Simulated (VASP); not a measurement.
The system is Mo.

```
Mo
1.0
    -1.58000    1.58000    1.58000
     1.58000   -1.58000    1.58000
     1.58000    1.58000   -1.58000
Mo
1
Cartesian
  0.0000 0.0000 0.0000
```

The cell was built by a generator and needn't be a form met in nature.

- Program: VASP 6.6.1
- Task: relaxation of cell and atoms
- Functional: LDA
- Potentials or basis: VASP PAW LDA potentials, release 64 (Mo_sv)
- Cutoff: 600 eV
- k mesh: 24 × 24 × 24
- Occupations: methfessel-paxton, width 0.2 eV
- Spin: no spin polarisation

At the start: pressure -11.2 GPa; volume 15.78 Å³/atom.

Task: Where does the relaxation end?

Result: Over 4 steps the energy falls by 24.0 meV/atom and the volume is 15.13 Å³/atom (-4.1 %); space group Im-3m (No. 229, to 0.05 Å).

The path:
| step | energy change (eV) | largest force (eV/Å) | pressure (GPa) | volume (Å³) |
| --- | --- | --- | --- | --- |
| 1 | 0.0000 | 0.0000 | -11.24 | 15.78 |
| 2 | 0.2017 | 0.0000 | 45.93 | 13.38 |
| 3 | -0.0239 | 0.0000 | -0.70 | 15.16 |
| 4 | -0.0240 | 0.0000 | -0.10 | 15.13 |

Final structure:
```yaml
crystal:
  lattice:
    - [-1.55800, 1.55800, 1.55800]
    - [1.55800, -1.55800, 1.55800]
    - [1.55800, 1.55800, -1.55800]
  atoms:
    - { symbol: Mo, position: [0.00000, 0.00000, 0.00000] }
```
